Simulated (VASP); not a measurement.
```xyz
8
Lattice="5.3105 0.0000 0.0000 0.0000 3.4385 0.0000 0.0000 0.0000 5.7500" Properties=species:S:1:pos:R:3 pbc="T T T"
Ni     2.6847     0.8596     3.9717
Ni     2.6258     2.5789     1.7783
Ni     5.2810     2.5789     1.0967
Ni     0.0294     0.8596     4.6533
Ge     3.6624     0.8596     0.5001
Ge     1.6480     2.5789     5.2498
Ge     4.3033     2.5789     3.3751
Ge     1.0072     0.8596     2.3748
```

The numbers are results of PBE GGA, VASP's PBE PAW potentials (set 64) (plane waves; VASP), not measurements. Run with 300 eV cut-off, 4×5×3 Γ-centred mesh, Gaussian smearing of 0.050 eV, potentials Ni Ge_d.

At this cut-off the stress carries a Pulay error, which pulls relaxed volumes low.

**Question.** Which forces act on the atoms, in eV/Å?

**Answer.** 
```tsv
atom	Fx	Fy	Fz
Ni1	0.093	0.000	-0.056
Ni2	-0.093	0.000	0.056
Ni3	-0.093	0.000	-0.056
Ni4	0.093	0.000	0.056
Ge5	-0.083	0.000	0.032
Ge6	0.083	0.000	-0.032
Ge7	0.083	0.000	0.032
Ge8	-0.083	0.000	-0.032
```

**Question.** Give the stress tensor in GPa (positive for a compressed cell).

**Answer.** 
```
6.48  0.00  0.00
0.00  5.23  0.00
0.00  0.00  5.87
```
The pressure is its mean diagonal, 5.86 GPa.

The structure comes from a computed database's NiGe entry (Pnma); how it stands against other phases isn't given here. The cell was not relaxed at this level. The k-mesh is coarse (spacing up to 0.37 per Å, 2π included), so the numbers may not be converged in it. The run is not spin-polarised, so no magnetic state was tried.
